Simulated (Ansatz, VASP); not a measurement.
## ScPt in two plane-wave programs

One calculation is typed for both programs; each brings its own data sets and cutoff. How far apart do they land?

Program: Ansatz 0.2.0. Level of theory: plane waves, with VASP 6.6.1 beside it; single point at PBEsol. Results are calculated unless marked as measured.

### Step 1. The starting structure

It takes space group Pm-3m (No. 221, cubic). The conventional cell has a = 3.270 Å, b = 3.270 Å, c = 3.270 Å, α = 90.00°, β = 90.00°, γ = 90.00°. Nearest to Sc lie 8 Pt at 2.83 Å. Pt has 8 Sc at 2.83 Å nearest. Farther neighbours are not listed.

Structure file:

```
Sc Pt
1.0
     3.27000    0.00000    0.00000
     0.00000    3.27000    0.00000
     0.00000    0.00000    3.27000
Sc Pt
1 1
Direct
  0.50000 0.50000 0.50000
  0.00000 0.00000 0.00000
```

### Step 2. VASP: single point, PBEsol

With cell and atoms fixed, the geometry can't cause a difference; cores, projectors, grids and the points listed under the comparison can.

Lines of VASP's logs that name or quote its potential files are left out, and so is its time.

The input, INCAR:

```
SYSTEM = ScPt
PREC = Accurate
ENCUT = 400
EDIFF = 1E-06
NELM = 100
ISMEAR = -1
SIGMA = 0.05
LREAL = .FALSE.
ALGO = Normal
GGA = PS
NBANDS = 16
LASPH = .TRUE.
LORBIT = 11
LWAVE = .FALSE.
LCHARG = .FALSE.
KPAR = 2
ISIF = 2
```

The input, POSCAR:

```
ScPt
1.0
    3.2700000000      0.0000000000      0.0000000000
    0.0000000000      3.2700000000      0.0000000000
    0.0000000000      0.0000000000      3.2700000000
Sc Pt
1 1
Direct
    0.5000000000      0.5000000000      0.5000000000
    0.0000000000      0.0000000000      0.0000000000
```

The input, KPOINTS:

```
Automatic mesh
0
Gamma
7 7 7
0 0 0
```

Potentials, in the order of the species: Sc_sv and Pt (PBE family, release 64).

The run is started by

```
mpirun -np 2 vasp_std
```

Numbers of over 12 decimals in the logs are rounded to 6 here.

The program printed:

```text
[banner, memory and clock lines left out]
running    2 mpi-ranks, on    1 nodes
 distrk:  each k-point on    1 cores,    2 groups
 distr:  one band on    1 cores,    1 groups

 POSCAR found type information on POSCAR ScPt
 POSCAR found :  2 types and       2 ions
|                                                                             |
|               ----> ADVICE to this user running VASP <----                  |
|                                                                             |
|     You enforced a specific xc type in the INCAR file but a different       |
|     [... a line on the potential file left out ...]
|     I HOPE YOU KNOW WHAT YOU ARE DOING!                                     |
|                                                                             |

 LDA part: xc-table for (Slater+PW92), standard interpolation
 POSCAR, INCAR and KPOINTS ok, starting setup
 FFT: planning ... GRIDC
 FFT: planning ... GRID_SOFT
 FFT: planning ... GRID
 WAVECAR not read
 entering main loop
       N       E                     dE             d eps       ncg     rms          rms(c)
DAV:   1     0.168056655874E+03    0.16806E+03   -0.94766E+03   664   0.110E+03
DAV:   2    -0.901773277649E+01   -0.17707E+03   -0.17322E+03   664   0.361E+02
DAV:   3    -0.171986174869E+02   -0.81809E+01   -0.79071E+01   928   0.773E+01
DAV:   4    -0.173318861832E+02   -0.13327E+00   -0.13301E+00   736   0.105E+01
DAV:   5    -0.173350818728E+02   -0.31957E-02   -0.31956E-02   944   0.157E+00    0.101E+01
DAV:   6    -0.161472094406E+02    0.11879E+01   -0.22316E+00   904   0.204E+01    0.411E+00
DAV:   7    -0.159455011350E+02    0.20171E+00   -0.85742E-01   864   0.824E+00    0.104E+00
DAV:   8    -0.159288293055E+02    0.16672E-01   -0.77876E-02   968   0.255E+00    0.595E-01
DAV:   9    -0.159246281861E+02    0.42011E-02   -0.24871E-02   808   0.242E+00    0.264E-01
DAV:  10    -0.159236230317E+02    0.10052E-02   -0.73505E-03   856   0.117E+00    0.620E-02
DAV:  11    -0.159235530821E+02    0.69950E-04   -0.32962E-04   888   0.239E-01    0.614E-03
DAV:  12    -0.159235525879E+02    0.49417E-06   -0.80951E-06   984   0.283E-02
   1 F= -.15923553E+02 E0= -.15913481E+02  d E =-.201440E-01
```

OUTCAR, selected parts (step 2):

```text
ion  position               nearest neighbor table
   1  0.500  0.500  0.500-   2 2.83   2 2.83   2 2.83   2 2.83   2 2.83   2 2.83   2 2.83   2 2.83

  LATTYP: Found a simple cubic cell.
 ALAT       =     3.2700000000

 Subroutine GETGRP returns: Found 48 space group operations
 (whereof 48 operations were pure point group operations)

The static configuration has the point symmetry O_h .

 Found     20 irreducible k-points:

   k-points           NKPTS =     20   k-points in BZ     NKDIM =     20   number of bands    NBANDS=     16

   dimension x,y,z NGX =    24 NGY =   24 NGZ =   24
   dimension x,y,z NGXF=    48 NGYF=   48 NGZF=   48

   ENCUT  =  400.0 eV  29.40 Ry    5.42 a.u.   5.33  5.33  5.33*2*pi/ulx,y,z

   NELECT =      21.0000    total number of electrons

 k-points in reciprocal lattice and weights: Automatic mesh
   0.00000000  0.00000000  0.00000000       0.003
   0.14285714  0.00000000  0.00000000       0.017
   0.28571429  0.00000000  0.00000000       0.017
   0.42857143  0.00000000  0.00000000       0.017
   0.14285714  0.14285714  0.00000000       0.035
   0.28571429  0.14285714  0.00000000       0.070
   0.42857143  0.14285714  0.00000000       0.070
   0.28571429  0.28571429  0.00000000       0.035
   0.42857143  0.28571429  0.00000000       0.070
[...]
0.42857143  0.42857143  0.28571429       0.070
   0.42857143  0.42857143  0.42857143       0.023

 average (electrostatic) potential at core
       1 -43.1855       2 -66.1241

 E-fermi :   7.7597

 k-point     1 :       0.0000    0.0000    0.0000
  band No.  band energies     occupation
    ...
      6       2.6765      2.00000
      7       2.6765      2.00000
      8       5.0813      2.00000
      9       5.0813      2.00000
     10       5.0813      2.00000
     11       9.3754      0.00000
     12       9.3754      0.00000
     13      11.3975      0.00000
     14      11.3975      0.00000
     15      11.3975      0.00000
    ...

 k-point     2 :       0.1429    0.0000    0.0000
  band No.  band energies     occupation
    ...
      6       2.8091      2.00000
      7       2.9082      2.00000
      8       5.0023      2.00000
      9       5.0023      2.00000
     10       5.1513      2.00000
     11       9.0991      0.00000
     12       9.4183      0.00000
     13      10.7246      0.00000
     14      10.7246      0.00000
     15      11.2590      0.00000
    ...

 k-point     3 :       0.2857    0.0000    0.0000
  band No.  band energies     occupation
    ...
      6       3.1478      2.00000
      7       3.5118      2.00000
      8       4.8338      2.00000
      9       4.8338      2.00000
     10       5.3189      2.00000
     11       8.4484      0.00000
     12       8.9557      0.00000
     13       9.7478      0.00000
     14       9.7478      0.00000
     15      10.9404      0.00000
    ...

  Total       -0.1349613     -0.1349613     -0.1349613      0.0000000     -0.0000000     -0.0000000
  in kB       -6.1841014     -6.1841014     -6.1841014      0.0000000     -0.0000000     -0.0000000
  external PRESSURE =      -6.1841014 kB  Pullay stress =       0.0000000 kB

  energy-cutoff  :      400.00
  volume of cell :       34.97
      direct lattice vectors                 reciprocal lattice vectors
     3.270000000  0.000000000  0.000000000     0.305810398  0.000000000  0.000000000
     0.000000000  3.270000000  0.000000000     0.000000000  0.305810398  0.000000000
     0.000000000  0.000000000  3.270000000     0.000000000  0.000000000  0.305810398

 POSITION                                       TOTAL-FORCE (eV/Angst)
 -----------------------------------------------------------------------------------
      1.63500      1.63500      1.63500         0.000000      0.000000      0.000000
      0.00000      0.00000      0.00000         0.000000      0.000000      0.000000
 -----------------------------------------------------------------------------------
    total drift:                                0.000000      0.000000     -0.000000

  FREE ENERGIE OF THE ION-ELECTRON SYSTEM (eV)
  ---------------------------------------------------
  free  energy   TOTEN  =       -15.9235525879 eV

  energy  without entropy=      -15.9034085831  energy(sigma->0) =      -15.91348059

 total charge
# of ion       s       p       d       tot
------------------------------------------
    1        2.255   6.190   1.024   9.470
    2        0.798   0.458   8.087   9.343
--------------------------------------------------
tot          3.053   6.648   9.111  18.812

[... 3 further parts left out ...]
```

The run ends at a pressure of -0.62 GPa.

### Step 3. Ansatz: single point, PBEsol

Ansatz runs on its default PAW (the set named soft_2) files.

The same cell, functional, mesh and smearing now go to Ansatz, which takes its cutoff from its data sets.

The input, input.yaml:

```yaml
crystal:
  lattice:
    - [3.27, 0.0, 0.0]
    - [0.0, 3.27, 0.0]
    - [0.0, 0.0, 3.27]
  atoms:
    - { symbol: Sc, position: [0.5, 0.5, 0.5] }
    - { symbol: Pt, position: [0.0, 0.0, 0.0] }
hamiltonian:
  xc: pbesol
  pseudopotentials: { kind: paw }
kpoints:
  mp_grid: { grid: [7, 7, 7] }
scf:
  occupations: { method: fermi_dirac, width: 0.05 }
  n_extra_bands: 4
output:
  forces: true
  stress: true
  eigenvalues: true
```

The run is started by

```
ansatz run input.yaml --threads 2 --pin off --max-ram 4608MiB --backend cpu --events-out ev --progress --plain --runs-dir out
```

The program printed:

```text
scf.n_extra_bands = 4 over 15 filled bands (N_el = 29.0): the run solves 19 bands
Engine: ansatz 0.2.0, aarch64-unknown-linux-gnu
Pseudopotentials: kind: paw
Pseudopotential: Sc, paw, valence charge 11, recommended cutoff 420 eV (normal), Sc.paw.azcp
Pseudopotential: Pt, paw, valence charge 18, recommended cutoff 420 eV (normal), Pt.paw.azcp
Functional definition: PBEsol
  exchange = pbesol_x
  correlation = pbesol_c
Crystal: 2 atoms, lattice volume = 34.966 Å³
Basis set: ecut = 420 eV, 691 PW (Γ), exchange–correlation on 48×48×48 points (8 copies of the dense FFT grid, shifted against one another)
Bands: 19, of which v1, the nominal top of the filled ones, is band 15 counted from 1 (14 counted from 0)
Symmetry: 48 space group operations
Space group: Pm-3m (ITA 221), of the structure as read, at distance tolerance 3.3e-5 Å
k-points: 20 of 343
Non-local potential: Sc, projectors of the file, l = 0: 3, l = 1: 2, l = 2: 3, l = 3: 1
Non-local potential: Pt, projectors of the file, l = 0: 3, l = 1: 2, l = 2: 2, l = 3: 1
PAW form: soft (Blöchl's): semilocal exchange-correlation on the pseudo side does not see the compensation charge
PAW frozen core: Sc, regenerated for the run's functional, and the local potential with it (the file was generated under x = pbe(κ = 0.804, μ = 0.219515), c = pbe(β = 0.066725))
PAW frozen core: Pt, regenerated for the run's functional, and the local potential with it (the file was generated under x = pbe(κ = 0.804, μ = 0.219515), c = pbe(β = 0.066725))
PAW one-centre angular grid: Sc, 590 points (default); XC on 64 Gauss nodes
PAW one-centre angular grid: Pt, 590 points (default); XC on 64 Gauss nodes
Initial density: superposition of atomic densities (neutral atoms: chi_scale 0, normalization atom), corrected by the library's trained network
Initial wavefunctions: pseudopotential atomic-orbital guess
Functional: x = pbesol(κ = 0.804, μ = 0.123457), c = pbesol(β = 0.046)
SCF iter   1: F=—  HF=-14497.556528 eV  |F-HF|=—  |Δ(HF+E_count)|=         —  Δρ=6.35e-3  dr2=1.49e-2  ethr=1.77e-3  ⟨swp⟩=4.0  Hψ=1489  notcnv=0
preconditioner: auto → none  [insulator: Δε(μ)=0.113 eV  Ē_g=5.603 eV  σ=0.050 eV  W_gap=0.50  n_scr=6 (ndim 8)  ℏωp=22.6 eV  f_vac=0.000  D(μ)=2.53/eV (n_scr^D=26)  ε∞_Penn≈17.3]
SCF iter   2: F=—  HF=-14497.553150 eV  |F-HF|=—  |Δ(HF+E_count)|=   3.38e-3  Δρ=1.71e-3  dr2=3.11e-4  ethr=5.14e-5  ⟨swp⟩=2.4  Hψ=787  notcnv=0  defer=2
SCF iter   3: F=—  HF=-14497.553089 eV  |F-HF|=—  |Δ(HF+E_count)|=   6.11e-5  Δρ=7.16e-4  dr2=7.02e-5  ethr=1.07e-6  ⟨swp⟩=1.9  Hψ=581  notcnv=0  defer=2
SCF iter   4: F=—  HF=-14497.553090 eV  |F-HF|=—  |Δ(HF+E_count)|=   1.03e-6  Δρ=5.81e-5  dr2=7.35e-7  ethr=2.42e-7  ⟨swp⟩=2.0  Hψ=639  notcnv=0  defer=2
iter 5 did not close the SCF: its close was put off for the readings that it lacked (scf_convergence_deferred on its scf_iter line)
SCF iter   5: F=-14497.553090 eV  HF=-14497.553090 eV  |F-HF|=1.64e-9  |Δ(HF+E_count)|=   2.10e-8  Δρ=6.45e-6  dr2=6.35e-9  ethr=2.54e-9  ⟨swp⟩=2.0  Hψ=499  notcnv=0  defer=2
SCF iter   6: F=-14497.553090 eV  HF=-14497.553090 eV  |F-HF|=1.27e-11  |Δ(HF+E_count)|=   2.03e-9  Δρ=4.22e-7  dr2=2.45e-11  ethr=2.19e-11  ⟨swp⟩=2.1  Hψ=1173  notcnv=0
SCF 1 converged in 6 iterations: F = -14497.553090 eV  dr2 = 2.45e-11
  greatest PAW one-centre occupation: 1.000 electrons in one spin orbital (limit 2), on the Pt atom at site 1 (counted from 0), in its partial waves of l = 0
SCF converged after 6 iterations
Free energy (F): -14497.553090 eV
Harris-Foulkes:  -14497.553090 eV  (|F-HF|=1.27e-11)
Internal energy: -14497.533010 eV  (E = F + TS)
E sigma→0 (E₀):  -14497.543050 eV
Entropy (-TS):   -0.020080 eV (-10.040 meV/atom)
Fermi energy:    16.912245 eV
--- Per-component energies (eV) ---
  E_band       = -335.025191
  E_kinetic    = 901.780311
  E_local      = -2502.398435  (includes V_loc(G=0)·N_el)
  E_nonlocal   = 284.776190
  E_hartree    = 911.081866
  E_xc         = -365.657552
  E_vxc        = -433.547247  (∫ρ·V_xc dr)
  E_paw        = -10248.357004  (= ΣΔE_a)
  E_vpaw       = -407.799862  (= ΣTr[D̂ρ^β])
  E_aug_tail   = 0.000184  (compensation charges beyond the density's cutoff)
  E_ewald      = -3479.174575
  E_core_change = 0.416006  (= ΣΔE_core)
  E_smearing   = -0.020080  (= −TS)
  E_closure    = 0.000000  (closes the sum)
  Σ components = -14497.553090   (vs F -14497.553090, Δ=0.00e0)
--- Forces (eV/Å), atoms counted from 1 ---
  atom   1  Sc    -0.00000000    -0.00000000     0.00000000
  atom   2  Pt    -0.00000000     0.00000000     0.00000000
  max |Σ_I F_I| component: 8.55e-30 eV/Å
--- Stress (GPa, compression-positive) ---
       -0.735354       0.000000       0.000000
        0.000000      -0.735354       0.000000
        0.000000       0.000000      -0.735354
  P = ⅓ Tr σ = -0.7354 GPa (-7.354 kbar)
--- Band table (eV; the first three rows and the last of 20) ---
  k-point 0: bands = [... 11 lower, 14.2320, 14.2320, 14.2320, 18.5288, 18.5288, 20.5519, 20.5519, 20.5519]
  k-point 1: bands = [... 11 lower, 14.1522, 14.1522, 14.3014, 18.2520, 18.5719, 19.8773, 19.8773, 20.4133]
  k-point 2: bands = [... 11 lower, 13.9819, 13.9819, 14.4678, 17.6009, 18.1096, 18.9008, 18.9008, 20.0948]
  k-point 19: bands = [... 11 lower, 14.8394, 14.8394, 15.0804, 16.4214, 16.4214, 20.5751, 20.5751, 20.9409]
```

Elapsed: 1.2 s, on 2 threads of Arm Neoverse N1, shared host; peak memory 0.29 GiB; 2 s of CPU time.

The run ends at a pressure of -0.74 GPa.

### Step 4. Side by side

Known differences besides the potentials themselves: the data sets hold 29 valence electrons in Ansatz (default PAW (the set named soft_2) files) and 21 in VASP; the cutoff is 420 eV in Ansatz and 400 eV in VASP; Ansatz makes its cores anew for this functional, VASP keeps those of its PBE data sets. Total energies have different zeros and are not compared.

Compared:

```tsv
quantity	Ansatz	VASP	difference
pressure (GPa)	-0.74	-0.62	-0.12
```

Ansatz's pressure holds a Pulay correction of 0.03 GPa; VASP's holds none.

### Step 5. Summary of results

| Quantity | Value |
| --- | --- |
| difference in pressure (single point, PBEsol) | -0.12 GPa |

In words: The difference in pressure is -0.12 GPa (single point, PBEsol), within the 1 GPa picked in this series as the mark of a large difference. How closely two codes agree says nothing of how well the functional describes the real material.

[Lines on the potential files, build, host, timing and source positions are cut from VASP's logs without a mark.]

[Logs are printed without paths, hosts, clocks, repeated set-up lines and the standing remarks that a program may print on its own settings, such as how far it seeks lower states.]

[Hosts, paths, dates, database ids (printed as entryN), source tags and the programs' standing remarks are cut or masked in the printed files.]
